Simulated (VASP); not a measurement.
Given:

Space group Fm-3m (No. 225); a = b = c = 5.318 Å, α = β = γ = 90.00°

```csv
atom,site,symmetry,x,y,z
K,4a,m-3m,0.0000,0.0000,0.0000
F,4b,m-3m,0.5000,0.5000,0.5000
```
(The calculation used a cell of 2 atoms; values per cell refer to that cell.)

The numbers are results of r2SCAN meta-GGA, VASP's PBE PAW potentials (set 64) (plane waves; VASP), not measurements. Settings: 600 eV cut-off, 8×8×8 Γ-centred mesh, Gaussian smearing of 0.050 eV, potentials K_sv F.

Each relaxation starts from this cell; other phases were not tried.

Q: The cell is relaxed at 5 GPa. What happens?

A: The volume per atom goes from 18.80 to 16.89 Å³ (-10.1 %), and the cell becomes a = 5.132 Å, b = 5.132 Å, c = 5.132 Å, α = 90.00°, β = 90.00°, γ = 90.00°, space group Fm-3m. The gap on the mesh goes from 6.91 to 7.53 eV.

Q: The cell is relaxed at 15 GPa. What happens?

A: The volume per atom goes from 18.80 to 14.87 Å³ (-20.9 %), and the cell becomes a = 4.9184 Å, b = 4.9184 Å, c = 4.9184 Å, α = 90.00°, β = 90.00°, γ = 90.00°, space group Fm-3m. The gap on the mesh goes from 6.91 to 8.34 eV.

Failed runs are left out, and for metals the shear rows, which the mesh's noise covers.

The compound is KF in the rock salt structure.
